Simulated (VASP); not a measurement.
Level of theory: LDA (Ceperley-Alder, Perdew-Zunger), VASP's LDA PAW potentials (set 64) (plane waves; VASP 6.6.1).

The input files of a VASP run:

POSCAR:
```
AlN
1
    0.0000000000     2.1839950000     2.1839950000
    2.1839950000     0.0000000000     2.1839950000
    2.1839950000     2.1839950000     0.0000000000
Al N
1 1
Direct
  0.0000000000   0.0000000000   0.0000000000
  0.7500000000   0.7500000000   0.7500000000
```

### KPOINTS
```
Automatic mesh
0
Gamma
9 9 9
0 0 0
```

### INCAR
```
SYSTEM = AlN
PREC = Accurate
ENCUT = 520
EDIFF = 1E-6
NELM = 100
ALGO = Normal
LREAL = .FALSE.
LASPH = .TRUE.
ISMEAR = 0
SIGMA = 0.05
LWAVE = .FALSE.
LCHARG = .FALSE.
IBRION = 2
ISIF = 3
NSW = 60
EDIFFG = -0.01
```

POTCAR, in this order: Al N (LDA.64 set). Program: vasp_std.

**Question.** What does the run give for the energy per atom (σ→0), volume per atom?

**Answer.** 
energy per atom (σ→0): -8.188 eV/atom
volume per atom: 10.27 Å³/atom

### OSZICAR
```
...
       N       E                     dE             d eps       ncg     rms          rms(c)
DAV:   1    -0.163801744116E+02   -0.70209E-02   -0.11564E-01   560   0.338E+00    0.453E-01
DAV:   2    -0.163758814786E+02    0.42929E-02   -0.25984E-02   576   0.108E+00    0.995E-02
DAV:   3    -0.163757999709E+02    0.81508E-04   -0.23900E-04   656   0.165E-01    0.390E-02
DAV:   4    -0.163757556293E+02    0.44342E-04   -0.19357E-05   656   0.336E-02    0.156E-02
DAV:   5    -0.163757511505E+02    0.44789E-05   -0.38958E-06   624   0.150E-02    0.823E-03
DAV:   6    -0.163757511241E+02    0.26330E-07   -0.35064E-08   288   0.192E-03
   3 F= -.16375751E+02 E0= -.16375751E+02  d E =-.289129E-02
```

The structure comes from a computed database's AlN entry (F-43m); how it stands against other phases isn't given here. This run relaxes it. Symmetry was kept, so distortions that lower it aren't found.
